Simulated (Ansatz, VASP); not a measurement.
# Cross-check of Sr2Rh between VASP and Ansatz, part 2 of 2

Aim: how closely do two programs agree when they are given the same cell, functional and k mesh? The cell is taken from a series of runs on this material, whose earlier steps may have relaxed, scaled, displaced or heated it; both programs get it as it stands.

VASP 6.6.1 and Ansatz 0.2.0.

So far: The starting structure; VASP: relaxation of cell and atoms, PBEsol, pair 1; Ansatz: relaxation of cell and atoms, PBEsol, pair 1; Differences.

### 5. Ansatz: relaxation of cell and atoms, PBEsol, pair 2

Level of this step: Ansatz beside VASP: Kohn-Sham DFT, plane waves, PBEsol (Ansatz).

The relaxed volume is the usual yardstick between codes: in a stiff, nearly cubic crystal its relative difference is about their pressure difference at one cell divided by the bulk modulus. This pair takes another cell of the material, with 6 atoms against 3 for the pair before.

The cell is taken from a series of runs on this material, whose earlier steps may have relaxed, scaled, displaced or heated it; both programs get it as it stands.

input.yaml reads:

```yaml
crystal:
  lattice:
    - [5.0665770613, 0.0, 0.0]
    - [0.0, 5.0665770613, 0.0]
    - [0.0, 0.0, 7.3398889929]
  atoms:
    - { symbol: Sr, position: [0.0, 0.5, 0.199101851] }
    - { symbol: Sr, position: [0.5, 0.0, 0.800898149] }
    - { symbol: Sr, position: [0.0, 0.5, 0.699101851] }
    - { symbol: Sr, position: [0.5, 0.0, 0.300898149] }
    - { symbol: Rh, position: [0.5, 0.5, 0.5] }
    - { symbol: Rh, position: [0.0, 0.0, 0.0] }
kpoints:
  mp_grid: { grid: [8, 8, 6] }
hamiltonian:
  xc: pbesol
  pseudopotentials: { kind: paw, azcp: { folder: soft_1 }, xc_functional: pbe }
scf:
  occupations: { method: methfessel_paxton, width: 0.2 }
output:
  forces: true
  stress: true
  eigenvalues: true
relax:
  adjacent_minimum: "off"
  f_tol: 0.001
  max_steps: 60
  cell: { stress_tol: 0.01 }
```

Started as:

```
ansatz run input.yaml --threads 4 --pin off --max-ram 10240MiB --backend cpu --events-out ev --progress --plain --runs-dir out
```

Numbers of over 12 decimals in the logs are rounded to 6 here.

Output:

```text
[...]
Crystal: 6 atoms, lattice volume = 188.416 Å³
Basis set: ecut = 420 eV, 3661 PW (Γ), exchange–correlation on 72×72×100 points (8 copies of the dense FFT grid, shifted against one another)
Bands: 45, of which v1, the nominal top of the filled ones, is band 37 counted from 1 (36 counted from 0)
Symmetry: 16 space group operations
[...]
k-points: 60 of 384
[...]
cell:  # Å, volume = 188.4164 Å³
    - [5.0665770613, 0.0, 0.0]
    - [0.0, 5.0665770613, 0.0]
    - [0.0, 0.0, 7.3398889929]
  atoms:
    - { symbol: Sr, position: [0.0, 0.5, 0.199101851] }
    - { symbol: Sr, position: [0.5, 0.0, 0.800898149] }
    - { symbol: Sr, position: [0.0, 0.5, 0.699102] }
    - { symbol: Sr, position: [0.5, 0.0, 0.300898149] }
    - { symbol: Rh, position: [0.5, 0.5, 0.5] }
    - { symbol: Rh, position: [0.0, 0.0, 0.0] }
[key lines of the parts left out:]
SCF converged after 8 iterations
Free energy (F): -26646.894904 eV
Fermi energy:    8.781704 eV
P = ⅓ Tr σ = -0.0006 GPa (-0.006 kbar)
```

### 6. VASP: relaxation of cell and atoms, PBEsol, pair 2

The same cell, functional, mesh and smearing now go to VASP, with its own data sets.

INCAR reads:

```
SYSTEM = Sr2Rh
PREC = Accurate
ENCUT = 500
EDIFF = 1E-07
NELM = 120
ISMEAR = 1
SIGMA = 0.2
LREAL = .FALSE.
ALGO = Normal
GGA = PS
NBANDS = 43
LASPH = .TRUE.
LORBIT = 11
LWAVE = .FALSE.
LCHARG = .FALSE.
ISIF = 3
IBRION = 2
NSW = 80
EDIFFG = -0.005
GGA_COMPAT = .FALSE.
NELMIN = 4
KPAR = 2
```

POSCAR reads:

```
Sr2Rh
1.0
    5.0665770000      0.0000000000      0.0000000000
    0.0000000000      5.0665770000      0.0000000000
    0.0000000000      0.0000000000      7.3398890000
Sr Rh
4 2
Direct
    0.0000000000      0.5000000987      0.1991017848
    0.5000000987      0.0000000000      0.8008982152
    0.0000000000      0.5000000987      0.6991018529
    0.5000000987      0.0000000000      0.3008981471
    0.5000000987      0.5000000987      0.4999999319
    0.0000000000      0.0000000000      0.0000000000
```

KPOINTS reads:

```
Automatic mesh
0
Gamma
8 8 6
0 0 0
```

Potentials, in the order of the species: Sr_sv and Rh_pv (PBE family, release 64).

Started as:

```
mpirun -np 2 vasp_std
```

Output:

```text
[banner, memory and clock lines left out]
running    2 mpi-ranks, on    1 nodes
[...]
[... a notice as in an earlier step ...]

 LDA part: xc-table for (Slater+PW92), standard interpolation
 POSCAR, INCAR and KPOINTS ok, starting setup
[...]
entering main loop
       N       E                     dE             d eps       ncg     rms          rms(c)
DAV:   1     0.557195064670E+03    0.55720E+03   -0.37254E+04  5704   0.148E+03
DAV:   2     0.128533882431E+02   -0.54434E+03   -0.53081E+03  5788   0.391E+02
DAV:   3    -0.228705630713E+02   -0.35724E+02   -0.35230E+02  8428   0.802E+01
DAV:   4    -0.249620836861E+02   -0.20915E+01   -0.20753E+01  7112   0.153E+01
[...]
DAV:  16    -0.239683763867E+02   -0.54793E-06   -0.57162E-07  5733   0.269E-03    0.311E-03
DAV:  17    -0.239683766282E+02   -0.24154E-06   -0.78052E-08  3352   0.133E-03    0.819E-04
DAV:  18    -0.239683766409E+02   -0.12670E-07   -0.16936E-08  3184   0.593E-04
   1 F= -.23968377E+02 E0= -.23963861E+02  d E =-.239684E+02
[... from here on, the cycles between the ionic steps are left out ...]
   2 F= -.23969108E+02 E0= -.23964513E+02  d E =-.731202E-03
   3 F= -.23969108E+02 E0= -.23964512E+02  d E =-.731660E-03
   4 F= -.23969128E+02 E0= -.23964523E+02  d E =-.192132E-04
   5 F= -.23969183E+02 E0= -.23964552E+02  d E =-.746314E-04
   6 F= -.23969278E+02 E0= -.23964594E+02  d E =-.169644E-03
   7 F= -.23969407E+02 E0= -.23964618E+02  d E =-.298248E-03
   8 F= -.23969426E+02 E0= -.23964428E+02  d E =-.317219E-03
   9 F= -.23969455E+02 E0= -.23964548E+02  d E =-.347183E-03
  10 F= -.23969487E+02 E0= -.23964580E+02  d E =-.318105E-04
  11 F= -.23969539E+02 E0= -.23964634E+02  d E =-.830440E-04
[...]
reached required accuracy - stopping structural energy minimisation
```

Parts of OUTCAR (step 6):

```text
  Total        0.0014113      0.0014113      0.0240834      0.0000000      0.0000000      0.0000000
  in kB        0.0119523      0.0119523      0.2039581      0.0000000      0.0000000      0.0000000
  external PRESSURE =       0.0759543 kB  Pullay stress =       0.0000000 kB

 POSITION                                       TOTAL-FORCE (eV/Angst)
 -----------------------------------------------------------------------------------
     -0.00000      2.53914      1.48102        -0.000000      0.000000      0.001229
      2.53914      0.00000      5.85487        -0.000000      0.000000     -0.001229
     -0.00000      2.53914      5.14897        -0.000000      0.000000      0.001229
      2.53914      0.00000      2.18692        -0.000000      0.000000     -0.001229
      2.53914      2.53914      3.66795         0.000000      0.000000      0.000000
     -0.00000      0.00000      7.33590        -0.000000      0.000000      0.000000
 -----------------------------------------------------------------------------------
    total drift:                               -0.001389     -0.001389      0.000710

  FREE ENERGIE OF THE ION-ELECTRON SYSTEM (eV)
  ---------------------------------------------------
  free  energy   TOTEN  =       -23.9695385282 eV

  energy  without entropy=      -23.9548243019  energy(sigma->0) =      -23.96463379

[... 1 part as in an earlier step ...]

[... 3 further parts left out ...]
[key lines of the parts left out:]
E-fermi :   3.1255
```

### 7. Comparison

What differs besides the data sets and the points named for the pairs above, as far as they apply: the data sets hold 74 valence electrons in Ansatz (on its PAW soft_1 files) and 70 in VASP. Total energies have different zeros and are not compared.

The two programs side by side:

| quantity | Ansatz | VASP | difference |
| --- | --- | --- | --- |
| volume (Å³) | 188.42 | 189.19 | -0.41 % |
| edge a after relaxation, in the typed setting (Å) | 5.067 | 5.078 | -0.23 % |
| edge c after relaxation, in the typed setting (Å) | 7.340 | 7.336 | +0.05 % |

### 8. What came out

| Quantity | Value |
| --- | --- |
| difference in volume (relaxation of cell and atoms, PBEsol, pair 1) | -0.51 % |
| difference in volume (relaxation of cell and atoms, PBEsol, pair 2) | -0.41 % |

The difference in volume is -0.51 % (relaxation of cell and atoms, PBEsol, pair 1), within the 1.2 % picked in this series as the mark of a large difference, as far as the stopping tolerances let one tell. The data sets hold unlike numbers of valence electrons (37 in Ansatz and 35 in VASP and 74 in Ansatz and 70 in VASP), so part of the differences comes from the potentials. 2 further runs of this series are not shown here. Such differences can come from data sets, numerical settings and the points named under the comparisons, not from the functional's error against experiment.

[Lines on the potential files, build, host, timing and source positions are cut from VASP's logs without a mark.]

[Logs are printed without paths, hosts, clocks, repeated set-up lines and the standing remarks that a program may print on its own settings, such as how far it seeks lower states.]

[Hosts, paths, dates, database ids (printed as entryN), source tags and the programs' standing remarks are cut or masked in the printed files.]
